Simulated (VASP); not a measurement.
Write the native input for VASP 6.6.1 that does the following.

* Task: single point
* Functional: LDA
* Potentials or basis: VASP PAW LDA potentials, release 64 (Cd, Au)
* Cutoff: 520 eV
* k mesh: 12 × 12 × 12
* Occupations: gaussian, width 0.1 eV
* Spin: no spin polarisation
* Dipole correction: no
* Further INCAR settings: ALGO = Normal; EDIFF = 1e-07; NBANDS = 18

The structure of CdAu lies in POSCAR:

```
CdAu
1.0
    3.2801901513      0.0000000000      0.0000000000
    0.0000000000      3.2801901513      0.0000000000
    0.0000000000      0.0000000000      3.2801901513
Cd Au
1 1
Direct
    0.5000000000      0.5000000000      0.5000000000
    0.0000000000      0.0000000000      0.0000000000
```

The input as run:

INCAR

```
PREC = Accurate
ENCUT = 520
EDIFF = 1E-7
ISMEAR = 0
SIGMA = 0.1
LREAL = False
LASPH = True
NELM = 100
ALGO = Normal
ISIF = 2
LWAVE = False
LCHARG = True
GGA = CA
LELF = True
LVHAR = True
NBANDS = 18
```

KPOINTS

```
Automatic mesh
0
Gamma
  12 12 12
```

Potentials or basis: VASP PAW LDA potentials, release 64 (Cd, Au).

Run with:

```sh
$ cat potpaw_LDA.64/Cd/POTCAR potpaw_LDA.64/Au/POTCAR > POTCAR
$ mpirun -np 1 vasp_std > vasp.out
```

Results of the run:

```json
{
 "Pressure": "1.1 GPa",
 "Band gap on the k mesh": "none (metal or under the smearing width)"
}
```

Wall time 13 s on 1 thread of Intel(R) Xeon(R) Platinum 8559C (Emerald Rapids), with other jobs on the host, peak memory 0.17 GiB.
